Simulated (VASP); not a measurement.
Level of theory: PBEsol GGA, VASP's PBE PAW potentials (set 64) (plane waves; VASP).

The input files of a VASP run:

INCAR:
```
ALGO = Normal
EDIFF = 1E-7
ENCUT = 400
GGA = PS
ISIF = 2
ISMEAR = -5
LASPH = .TRUE.
LCHARG = .TRUE.
LEFG = .TRUE.
LMAXMIX = 4
LORBIT = 11
LREAL = .FALSE.
LWAVE = .FALSE.
NEDOS = 601
NELM = 100
PREC = Accurate
SYSTEM = VCu3S4
```

File KPOINTS:
```
kpoints
0
G
 5 5 5
```

POSCAR:
```
VCu3S4
1
    5.3086346541    -0.0000000000    -0.0000000000
   -0.0000000000     5.3086346541     0.0000000000
    0.0000000000    -0.0000000000     5.3086346541
V Cu S
1 3 4
Direct
  0.0000000000   0.0000000000   0.0000000000
  0.5000000000   0.0000000000   0.0000000000
  0.0000000000   0.0000000000   0.5000000000
  0.0000000000   0.5000000000   0.0000000000
  0.2395937114   0.2395937114   0.2395937114
  0.2395937114   0.7604062886   0.7604062886
  0.7604062886   0.2395937114   0.7604062886
  0.7604062886   0.7604062886   0.2395937114
```

POTCAR, in this order: V_sv Cu S (PBE.64 set). Program: vasp_std.

Q: What will the output report for the number of irreducible k-points (NKPTS), number of bands (NBANDS), largest plane-wave count, number of space-group operations, FFT grid (NGX, NGY, NGZ)?

A: 
- number of irreducible k-points (NKPTS): 10
- number of bands (NBANDS): 42
- largest plane-wave count: 2734
- number of space-group operations: 24
- FFT grid (NGX, NGY, NGZ): 36 × 36 × 36

The compound is VCu3S4 in the sg215 structure. It was relaxed first. The run is not spin-polarised, so no magnetic state was tried.
